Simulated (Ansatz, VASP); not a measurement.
One calculation of Mg3C, two programs

```
CELL_PARAMETERS angstrom
4.20037 0.00000 0.00000
0.00000 4.20037 0.00000
0.00000 0.00000 3.96261
ATOMIC_POSITIONS crystal
Mg 0.00000 0.50000 0.50000
Mg 0.50000 0.00000 0.50000
Mg 0.50000 0.50000 0.00000
C 0.00000 0.00000 0.00000
```

Change from the starting cell: species swapped into the Ti3Ag type (P4/mmm, No. 123).

Alike in both runs: task single point; functional PBE; k mesh 4 × 4 × 4; occupations gaussian, width 0.1 eV; no spin polarisation.

```csv
,VASP,Ansatz
version,VASP 6.6.1,Ansatz 0.2.0
potentials or method,"VASP PAW PBE potentials, release 64 (Mg, C)","scalar-relativistic, plane waves, PAW"
plane-wave cutoff (eV),520,420
valence electrons in the cell,10,34
```

```csv
,VASP,Ansatz,Ansatz less VASP
gap on the k mesh at the Fermi level (eV),none,none,-
pressure (GPa),-5.9,-5.8,+0.13
largest component of the traceless stress (GPa),1.08,1.08,+0.002
```

A gap of «none» marks a metal or a gap that the smearing closes. The two sets of potentials don't hold the same shells in valence.

Caveats: the k mesh is coarse (spacing up to 0.40 Å⁻¹), so the values aren't converged.
